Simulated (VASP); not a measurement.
Here is the system:

Li2S is modelled in the cubic space group Fm-3m (No. 225), the anti-fluorite structure, Pearson symbol cF12. Cell: a = b = c = 5.571 Å, α = β = γ = 90.00°. Li on 8c sees 4 S at 2.412 Å (tetrahedral). S on 4a is coordinated by 8 Li at 2.412 Å (cubic). (Neighbours: up to the widest gap in distance over summed covalent radii, below 1.35, at either atom; cation-cation and far metal-metal contacts left out.)
(The calculation used a cell of 3 atoms; values per cell refer to that cell.)

These are PBE GGA with D3 dispersion (Becke-Johnson damping), VASP's PBE PAW potentials (set 64) (plane waves; VASP) values and carry that method's errors. Settings: 520 eV cut-off, 7×7×7 Γ-centred mesh, Gaussian smearing of 0.050 eV, potentials Li_sv S.

Problem. Give the energy at these volumes per atom, relative to the lowest: 13.54, 13.98, 14.41, 14.84, 15.27 Å³.

Solution. 8.4, 2.0, 0.0, 1.8, 6.8 meV/atom. A third-order Birch-Murnaghan fit gives B0 = 46.7 GPa and B0′ = 4.1.

Measured: a 5.716 Å at 293 K (computed value off by -2.5 %), as given by F. Kubel et al., Zeitschrift für Kristallographie - New Crystal Structures (1999), doi:10.1515/ncrs-1999-0303. The calculation is for a static lattice, while the measured a holds thermal and zero-point effects, which are part of the difference.

The compound is Li2S in the antifluorite structure. It was relaxed first, which changed the volume by -8 %.
